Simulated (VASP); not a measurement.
OSZICAR of a VASP run on AlN (wurtzite):

### OSZICAR
```
       N       E                     dE             d eps       ncg     rms          rms(c)
DAV:   1     0.608050988138E+02    0.60805E+02   -0.77181E+03   576   0.120E+03
DAV:   2    -0.258322403049E+02   -0.86637E+02   -0.82760E+02   876   0.235E+02
DAV:   3    -0.296907551719E+02   -0.38585E+01   -0.38472E+01   748   0.530E+01
DAV:   4    -0.297220685332E+02   -0.31313E-01   -0.31307E-01   664   0.561E+00
DAV:   5    -0.297225783229E+02   -0.50979E-03   -0.50977E-03   728   0.736E-01    0.141E+01
DAV:   6    -0.232469933128E+02    0.64756E+01   -0.25263E+01   688   0.389E+01    0.396E+00
DAV:   7    -0.233660333025E+02   -0.11904E+00   -0.10140E+00   656   0.802E+00    0.300E+00
DAV:   8    -0.233925316441E+02   -0.26498E-01   -0.15294E-01   580   0.441E+00    0.594E-01
DAV:   9    -0.233851644229E+02    0.73672E-02   -0.32782E-02   744   0.143E+00    0.278E-01
DAV:  10    -0.233860274977E+02   -0.86307E-03   -0.41331E-03   628   0.581E-01    0.150E-01
DAV:  11    -0.233859912468E+02    0.36251E-04   -0.25771E-04   668   0.171E-01    0.392E-02
DAV:  12    -0.233859976008E+02   -0.63540E-05   -0.24711E-05   712   0.446E-02    0.864E-03
DAV:  13    -0.233860014333E+02   -0.38325E-05   -0.34030E-06   620   0.235E-02    0.308E-03
DAV:  14    -0.233860018899E+02   -0.45659E-06   -0.36184E-07   424   0.618E-03
   1 F= -.23386002E+02 E0= -.23386002E+02  d E =-.233860E+02
       N       E                     dE             d eps       ncg     rms          rms(c)
DAV:   1    -0.236843250671E+02   -0.29832E+00   -0.60257E+00   668   0.232E+01    0.363E+00
DAV:   2    -0.234051811520E+02    0.27914E+00   -0.10979E+00   684   0.805E+00    0.669E-01
DAV:   3    -0.234041776459E+02    0.10035E-02   -0.30771E-02   660   0.160E+00    0.292E-01
DAV:   4    -0.234024133937E+02    0.17643E-02   -0.16355E-03   660   0.418E-01    0.143E-01
DAV:   5    -0.234021010111E+02    0.31238E-03   -0.32109E-04   668   0.172E-01    0.374E-02
DAV:   6    -0.234020976896E+02    0.33214E-05   -0.10404E-05   692   0.329E-02    0.146E-02
DAV:   7    -0.234020963290E+02    0.13606E-05   -0.47851E-06   652   0.172E-02    0.104E-03
DAV:   8    -0.234020967474E+02   -0.41833E-06   -0.11978E-07   324   0.376E-03
   2 F= -.23402097E+02 E0= -.23402097E+02  d E =-.160949E-01
       N       E                     dE             d eps       ncg     rms          rms(c)
DAV:   1    -0.234910337738E+02   -0.88937E-01   -0.12740E+00   676   0.110E+01    0.164E+00
DAV:   2    -0.234334952837E+02    0.57538E-01   -0.21657E-01   684   0.355E+00    0.332E-01
DAV:   3    -0.234332951057E+02    0.20018E-03   -0.63274E-03   652   0.740E-01    0.140E-01
DAV:   4    -0.234329931844E+02    0.30192E-03   -0.22554E-04   676   0.164E-01    0.720E-02
DAV:   5    -0.234329341217E+02    0.59063E-04   -0.51045E-05   648   0.795E-02    0.167E-02
DAV:   6    -0.234329354759E+02   -0.13542E-05   -0.13421E-06   536   0.127E-02    0.518E-03
DAV:   7    -0.234329357077E+02   -0.23186E-06   -0.55106E-07   332   0.707E-03
   3 F= -.23432936E+02 E0= -.23432936E+02  d E =-.469338E-01
       N       E                     dE             d eps       ncg     rms          rms(c)
DAV:   1    -0.234329582649E+02   -0.22789E-04   -0.74083E-04   676   0.263E-01    0.399E-02
DAV:   2    -0.234329222530E+02    0.36012E-04   -0.12744E-04   688   0.866E-02    0.805E-03
DAV:   3    -0.234329238576E+02   -0.16046E-05   -0.37333E-06   644   0.178E-02    0.329E-03
DAV:   4    -0.234329242521E+02   -0.39445E-06   -0.13709E-07   292   0.429E-03
   4 F= -.23432924E+02 E0= -.23432924E+02  d E =-.469224E-01
       N       E                     dE             d eps       ncg     rms          rms(c)
DAV:   1    -0.234338642977E+02   -0.94044E-03   -0.49908E-02   576   0.214E+00    0.987E-02
DAV:   2    -0.234337092285E+02    0.15507E-03   -0.39051E-04   724   0.186E-01    0.575E-02
DAV:   3    -0.234336132617E+02    0.95967E-04   -0.12483E-04   680   0.947E-02    0.326E-03
DAV:   4    -0.234336140085E+02   -0.74678E-06   -0.69601E-06   668   0.240E-02
   5 F= -.23433614E+02 E0= -.23433614E+02  d E =-.689756E-03
       N       E                     dE             d eps       ncg     rms          rms(c)
DAV:   1    -0.234338220010E+02   -0.20874E-03   -0.18624E-02   576   0.131E+00    0.602E-02
DAV:   2    -0.234337634240E+02    0.58577E-04   -0.14585E-04   724   0.114E-01    0.351E-02
DAV:   3    -0.234337279126E+02    0.35511E-04   -0.47409E-05   672   0.586E-02    0.203E-03
DAV:   4    -0.234337282196E+02   -0.30701E-06   -0.26341E-06   608   0.148E-02
   6 F= -.23433728E+02 E0= -.23433728E+02  d E =-.803968E-03
```

Task: Which electronic solver shows in the log?

Result: It is blocked Davidson (ALGO = Normal, or the opening steps of other solvers). The INCAR had ALGO = Normal.

Task: Can the final energy be trusted as converged?

Result: The run converged. It stopped with EDIFF = 1E-6, NELM = 100, NSW = 60 and EDIFFG = -0.02 after 6 ionic steps (vdW-DF2, plane waves, VASP's PBE PAW potentials (set 64)). Energy and stress use the plane-wave basis of the starting cell.

The compound is AlN in the wurtzite structure. This run relaxes it. Symmetry was kept, so distortions that lower it aren't found.
